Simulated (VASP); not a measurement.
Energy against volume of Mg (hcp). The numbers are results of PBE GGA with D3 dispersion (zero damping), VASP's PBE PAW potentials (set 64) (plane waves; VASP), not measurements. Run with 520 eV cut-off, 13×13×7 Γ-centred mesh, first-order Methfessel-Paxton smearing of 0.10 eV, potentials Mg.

Shape and ions are relaxed at each volume.

| V (Å³/atom) | E (eV/atom) |
|---|---|
| 21.319 | -1.70392 |
| 21.979 | -1.70638 |
| 22.638 | -1.70436 |
| 23.297 | -1.69856 |

Fit these four points and predict the energy of the run at 20.660 Å³/atom.

A cubic in V^(−2/3), the third-order Birch-Murnaghan form, passes through the four points with V0 = 21.99 Å³/atom and B0 = 36 GPa, and gives -1.6962 eV/atom there. The run gave -1.6962 eV/atom, +0.0 meV/atom from the fit; all five points give B0 = 36 GPa.

The compound is Mg in the hcp structure. It was relaxed first, which changed the volume by -5 %.
